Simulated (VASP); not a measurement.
Here is the system:

```
CELL_PARAMETERS angstrom
      3.27019     0.00000     0.00000
      0.00000     3.27019     0.00000
      0.00000     0.00000     3.27019
ATOMIC_POSITIONS crystal
  In 0.50000 0.50000 0.50000
  Pd 0.00000 0.00000 0.00000
```

Calculation: TPSS meta-GGA, VASP's PBE PAW potentials (set 64) (plane waves; VASP). Numerical set-up: 520 eV cut-off, 13×13×13 Γ-centred mesh, tetrahedra with Blöchl corrections, potentials In_d Pd.

Question: Give the energies of bands 6 to 14 at the high-symmetry points, in eV from the Fermi level.

Answer: 
```csv
band,Γ,X,M,R
6,-10.14,-6.63,-6.23,-4.97
7,-3.94,-6.10,-3.61,-4.97
8,-3.94,-3.92,-2.77,-4.97
9,-2.35,-3.34,-2.77,-1.75
10,-2.35,-3.34,-2.41,-1.75
11,-2.35,-2.42,-2.41,-0.04
12,4.21,-1.19,-1.79,3.70
13,4.21,9.59,1.44,3.70
14,4.21,9.59,2.46,3.70
```

It has no gap at this level: it comes out as a metal or semimetal.

The compound is PdIn in the CsCl type structure. It was relaxed first. The electron count is odd and the run is not spin-polarised, which forces a metal.
